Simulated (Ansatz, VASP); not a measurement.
# Cross-check of P2W between VASP and Ansatz

Wanted: the spread between two codes on one cell, functional and k mesh. The cell is taken from a series of runs on this material, whose earlier steps may have relaxed, scaled, displaced or heated it; both programs get it as it stands.

Calculated with Ansatz 0.2.0; plane waves, with VASP 6.6.1 beside it; relaxation of cell and atoms at PBEsol.

### 1. The starting structure

The structure is orthorhombic, space group Cmc2_1 (No. 36). The conventional cell has a = 3.153 Å, b = 11.130 Å, c = 4.953 Å, α = 90.00°, β = 90.00°, γ = 90.00°. Nearest to P lie 1 P at 2.16 Å and 4 W at 2.47 to 2.48 Å. Nearest to P lie 1 P at 2.16 Å and 3 W at 2.48 Å. W has 7 P at 2.47 to 2.48 Å nearest. Farther neighbours are not listed.

As a file:

```cif
data_structure
_symmetry_space_group_name_H-M 'P 1'
_symmetry_Int_Tables_number 1
_cell_length_a 5.7838
_cell_length_b 5.7838
_cell_length_c 4.9526
_cell_angle_alpha 90.000
_cell_angle_beta 90.000
_cell_angle_gamma 148.367
_cell_volume 86.89
loop_
_atom_site_label
_atom_site_type_symbol
_atom_site_fract_x
_atom_site_fract_y
_atom_site_fract_z
_atom_site_occupancy
P1 P 0.57011 0.42989 0.11731 1
P2 P 0.42989 0.57011 0.61731 1
P3 P 0.70300 0.29700 0.79928 1
P4 P 0.29700 0.70300 0.29928 1
W5 W 0.90691 0.09309 0.00041 1
W6 W 0.09309 0.90691 0.50041 1
```

### 2. Ansatz: relaxation of cell and atoms, PBEsol

Ansatz runs on its PAW soft_1 files.

The relaxed volume is the usual yardstick between codes: in a stiff, nearly cubic crystal its relative difference is about their pressure difference at one cell divided by the bulk modulus.

input.yaml reads:

```yaml
crystal:
  lattice:
    - [1.5764114832, -5.5648251809, 0.0]
    - [1.5764114832, 5.5648251809, 0.0]
    - [0.0, 0.0, 4.9526160428]
  atoms:
    - { symbol: P, position: [0.5701059967, 0.4298940033, 0.1173073425] }
    - { symbol: P, position: [0.4298940033, 0.5701059967, 0.6173073425] }
    - { symbol: P, position: [0.7030044903, 0.2969955097, 0.7992777742] }
    - { symbol: P, position: [0.2969955097, 0.7030044903, 0.2992777742] }
    - { symbol: W, position: [0.9069065965, 0.0930934035, 0.0004148833] }
    - { symbol: W, position: [0.0930934035, 0.9069065965, 0.5004148833] }
kpoints:
  mp_grid: { grid: [10, 10, 6] }
hamiltonian:
  xc: pbesol
  pseudopotentials: { kind: paw, azcp: { folder: soft_1 }, xc_functional: pbe }
scf:
  occupations: { method: methfessel_paxton, width: 0.2 }
output:
  forces: true
  stress: true
  eigenvalues: true
relax:
  adjacent_minimum: "off"
  f_tol: 0.001
  max_steps: 60
  cell: { stress_tol: 0.01 }
```

Command:

```console
$ ansatz run input.yaml --threads 16 --pin off --max-ram 92160MiB --backend cuda --events-out ev --progress --plain --runs-dir out --max-vram 78GiB
```

Numbers of over 12 decimals in the logs are rounded to 6 here.

The program printed:

```text
Engine: ansatz 0.2.0, aarch64-unknown-linux-gnu
Pseudopotentials: kind: paw
Pseudopotential: P, paw, valence charge 5, recommended cutoff 420 eV (normal), soft_1/P.paw.azcp
Pseudopotential: W, paw, valence charge 14, recommended cutoff 420 eV (normal), soft_1/W.paw.azcp
Functional definition: PBEsol
  exchange = pbesol_x
  correlation = pbesol_c
[...]
Crystal: 6 atoms, lattice volume = 86.893 Å³
Basis set: ecut = 420 eV, 1723 PW (Γ), exchange–correlation on 80×80×72 points (8 copies of the dense FFT grid, shifted against one another)
Bands: 30, of which v1, the nominal top of the filled ones, is band 24 counted from 1 (23 counted from 0)
Symmetry: 4 space group operations
Space group: Cmc21 (ITA 36), of the structure as read, at distance tolerance 4.4e-5 Å
k-points: 124 of 600 (time reversal used)
Non-local potential: P, projectors of the file, l = 0: 2, l = 1: 2, l = 2: 1
Non-local potential: W, projectors of the file, l = 0: 3, l = 1: 2, l = 2: 2, l = 3: 1
PAW form: soft (Blöchl's): semilocal exchange-correlation on the pseudo side does not see the compensation charge
PAW frozen core: P, regenerated for the run's functional, and the local potential with it (the file was generated under x = pbe(κ = 0.804, μ = 0.219515), c = pbe(β = 0.066725))
PAW frozen core: W, regenerated for the run's functional, and the local potential with it (the file was generated under x = pbe(κ = 0.804, μ = 0.219515), c = pbe(β = 0.066725))
PAW one-centre angular grid: P, 110 points (default); XC on 64 Gauss nodes
PAW one-centre angular grid: W, 590 points (default); XC on 64 Gauss nodes
Initial density: superposition of atomic densities (chi_scale 0.1, normalization cell, long waves kept (reshape's long-wave potential 0.00 eV rms))
Initial wavefunctions: pseudopotential atomic-orbital guess
[...]
Functional: x = pbesol(κ = 0.804, μ = 0.123457), c = pbesol(β = 0.046)
SCF iter   1: F=—  HF=-23478.804681 eV  |F-HF|=—  |Δ(HF+E_count)|=         —  Δρ=5.12e-2  dr2=1.72e0  ethr=3.10e-3  ⟨swp⟩=6.4  Hψ=18645  notcnv=0
preconditioner: auto → Kerker (q_TF=auto, 2.471 Å⁻¹)  [metal: Δε(μ)=0.042 eV  Ē_g=8.218 eV  σ=0.200 eV  W_gap=0.18  n_scr=22 (ndim 8)  ℏωp=22.5 eV  f_vac=0.000  D(μ)=1.35/eV (n_scr^D=4)]
SCF iter   2: F=—  HF=-23478.422281 eV  |F-HF|=—  |Δ(HF+E_count)|=   3.82e-1  S|Δr|=    0.00e0  Δρ=2.90e-2  dr2=5.35e-1  ethr=3.10e-3  ⟨swp⟩=2.0  Hψ=5379  notcnv=0
[...]
SCF iter   7: F=-23478.244172 eV  HF=-23478.244172 eV  |F-HF|=1.24e-8  |Δ(HF+E_count)|=   1.76e-7  S|Δr|=    0.00e0  Δρ=7.68e-6  dr2=4.77e-8  ethr=2.08e-10  ⟨swp⟩=5.2  Hψ=20918  notcnv=0
SCF 1 converged in 7 iterations: F = -23478.244172 eV  dr2 = 4.77e-8
  greatest PAW one-centre occupation: 0.999 electrons in one spin orbital (limit 2), on the W atom at site 5 (counted from 0), in its partial waves of l = 0
relax step   1: F+E_penalty+E_count = -23478.24417236 eV  Δ(F+E_penalty+E_count) = +0.000e0 eV  max|allowed force component| = 2.729e-2 eV/Å  Δτ_max = 0.0000 Å  P = -0.025 GPa  Ω = 86.893 Å³  (7 SCF iters, dr2 threshold 1.00e-7 eV, accepted)
[...]
relax step   2: F+E_penalty+E_count = -23478.24417690 eV  Δ(F+E_penalty+E_count) = -4.538e-6 eV  max|allowed force component| = 8.802e-3 eV/Å  Δτ_max = 0.0022 Å  P = +0.012 GPa  Ω = 86.853 Å³  energy of the carried Pulay correction = +9.803e-6 eV  (5 SCF iters, dr2 threshold 8.72e-8 eV, rejected (line search))
[...]
relax step   3: F+E_penalty+E_count = -23478.24428521 eV  Δ(F+E_penalty+E_count) = -1.129e-4 eV  max|allowed force component| = 4.867e-3 eV/Å  Δτ_max = 0.0014 Å  P = +0.006 GPa  Ω = 86.868 Å³  energy of the carried Pulay correction = +6.231e-6 eV  (7 SCF iters, accepted)
[...]
relax step   4: F+E_penalty+E_count = -23478.24428489 eV  Δ(F+E_penalty+E_count) = +3.200e-7 eV  max|allowed force component| = 3.108e-3 eV/Å  Δτ_max = 0.0002 Å  P = -0.010 GPa  Ω = 86.873 Å³  energy of the carried Pulay correction = +4.903e-6 eV  (4 SCF iters, dr2 threshold 1.48e-9 eV, accepted)
[...]
relax step   5: F+E_penalty+E_count = -23478.24428662 eV  Δ(F+E_penalty+E_count) = -1.728e-6 eV  max|allowed force component| = 2.399e-4 eV/Å  Δτ_max = 0.0002 Å  P = -0.002 GPa  Ω = 86.870 Å³  energy of the carried Pulay correction = +5.646e-6 eV  (4 SCF iters, dr2 threshold 1.03e-9 eV, accepted)
[...]
relax step   6: F+E_penalty+E_count = -23478.24428169 eV  Δ(F+E_penalty+E_count) = +4.936e-6 eV  max|allowed force component| = 2.414e-4 eV/Å  Δτ_max = 0.0000 Å  P = -0.003 GPa  Ω = 86.870 Å³  stress off target by 3.74e-3 GPa  SCF on the basis re-selected at this cell (its energy is not comparable with the rows above)  (4 SCF iters)
basis re-selected at this cell: Δ(F+E_penalty+E_count) = +4.936e-6 eV, ΔP = -0.000 GPa vs the last step (what re-selecting the basis moved, of the pressure what is left beyond the Pulay correction that the steps carried, after the strain that the cell walked since its last selection, with what the two solves' SCF thresholds leave and, on support functions, any second-order correction that the steps lacked; it is no m [...]
SCF converged after 4 iterations
Stability not checked: this state was not tested for a lower state beside it, because cold or Methfessel-Paxton smearing, or corrected tetrahedra, fill the levels in a way that the test cannot read (fill_not_monotonic; see scf.lower_state_search)
Free energy (F): -23478.244282 eV
Harris-Foulkes:  -23478.244282 eV  (|F-HF|=3.64e-12)
Internal energy: -23478.241965 eV  (E = F + TS)
E sigma→0 (E₀):  -23478.243703 eV
Entropy (-TS):   -0.002316 eV (-0.386 meV/atom)
Fermi energy:    15.502404 eV
--- Per-component energies (eV) ---
  E_band       = -196.249569
  E_kinetic    = 1135.019395
  E_local      = -1968.180505  (includes V_loc(G=0)·N_el)
  E_nonlocal   = 82.604855
  E_hartree    = 814.988176
  E_xc         = -827.998130
  E_vxc        = -716.539166  (∫ρ·V_xc dr)
  E_paw        = -19075.223896  (= ΣΔE_a)
  E_vpaw       = -359.130779  (= ΣTr[D̂ρ^β])
  E_aug_tail   = 0.000306  (compensation charges beyond the density's cutoff)
  E_ewald      = -3640.080266
  E_core_change = 0.628100  (= ΣΔE_core)
  E_smearing   = -0.002316  (= −TS)
  E_closure    = -0.000000  (closes the sum)
  Σ components = -23478.244282   (vs F -23478.244282, Δ=0.00e0)
--- Forces (eV/Å), atoms counted from 1 ---
  atom   1  P      0.00000000     0.00019059     0.00011051
  atom   2  P      0.00000000    -0.00019059     0.00011051
  atom   3  P      0.00000000    -0.00024136     0.00010264
  atom   4  P      0.00000000     0.00024136     0.00010264
  atom   5  W      0.00000000    -0.00010289    -0.00021325
  atom   6  W      0.00000000     0.00010289    -0.00021325
  max |Σ_I F_I| component: 2.08e-7 eV/Å
--- Stress (GPa, compression-positive) ---
       -0.000131       0.000000       0.000000
        0.000000      -0.003744       0.000000
        0.000000       0.000000      -0.003729
  P = ⅓ Tr σ = -0.0025 GPa (-0.025 kbar)
--- Band table (eV; the first three rows and the last of 124) ---
  k-point 0: bands = [... 20 lower, 13.3432, 13.9529, 14.2441, 14.6024, 15.7914, 16.8419, 16.8501, 17.5158, ... 2 higher]
  k-point 1: bands = [... 20 lower, 13.8985, 14.0060, 14.2053, 14.9274, 15.9359, 16.8500, 16.9711, 17.8061, ... 2 higher]
  k-point 2: bands = [... 20 lower, 14.1755, 14.2635, 14.6934, 15.3676, 16.2329, 16.7115, 17.2333, 17.8400, ... 2 higher]
  k-point 123: bands = [... 20 lower, 13.7189, 13.7189, 14.3398, 14.3398, 16.5116, 16.5116, 18.3092, 18.3092, ... 2 higher]
--- Relaxed structure (5 steps of the walk, 4 accepted, 1 SCFs on fresh bases) ---
  F+E_penalty+E_count = -23478.24428169 eV   max|allowed force component| = 2.414e-4 eV/Å   (the final SCF, on the basis selected at the relaxed cell)
  cell:  # Å, volume = 86.8701 Å³
    - [1.575381, -5.568367, 0.0]
    - [1.575381, 5.568367, 0.0]
    - [0.0, 0.0, 4.951386]
  atoms:
    - { symbol: P, position: [0.570116, 0.429884, 0.117301] }
    - { symbol: P, position: [0.429884, 0.570116, 0.617301] }
    - { symbol: P, position: [0.703047, 0.296953, 0.799310] }
    - { symbol: P, position: [0.296953, 0.703047, 0.299310] }
    - { symbol: W, position: [0.906782, 0.093218, 0.000389468] }
    - { symbol: W, position: [0.093218, 0.906782, 0.500389] }
```

(Continued in part 2 of 2.)

[Lines on the potential files, build, host, timing and source positions are cut from VASP's logs without a mark.]

[Logs are printed without paths, hosts, clocks, repeated set-up lines and the standing remarks that a program may print on its own settings, such as how far it seeks lower states.]

[Hosts, paths, dates, database ids (printed as entryN), source tags and the programs' standing remarks are cut or masked in the printed files.]
